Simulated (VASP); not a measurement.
Given:

```xyz
4
Lattice="3.5366 0.0000 0.0000 0.0000 3.5366 0.0000 0.0000 0.0000 3.5366" Properties=species:S:1:pos:R:3 pbc="T T T"
Si     0.0000     0.0000     0.0000
Ni     0.0000     1.7683     1.7683
Ni     1.7683     0.0000     1.7683
Ni     1.7683     1.7683     0.0000
```

Calculation: TPSS meta-GGA, VASP's PBE PAW potentials (set 64) (plane waves; VASP 6.6.1). Settings: 520 eV cut-off, 9×9×9 Γ-centred mesh, first-order Methfessel-Paxton smearing of 0.10 eV, potentials Si Ni.

Task: Give the stress tensor in GPa (positive for a compressed cell).

Result: 
```
-11.97    0.00    0.00
  0.00  -11.97    0.00
  0.00    0.00  -11.97
```
The pressure is its mean diagonal, -11.97 GPa.

The compound is Ni3Si in the L1_2 structure. This cell is one point of a volume scan, at 1.06 of the reference volume. The run is not spin-polarised, so no magnetic state was tried.
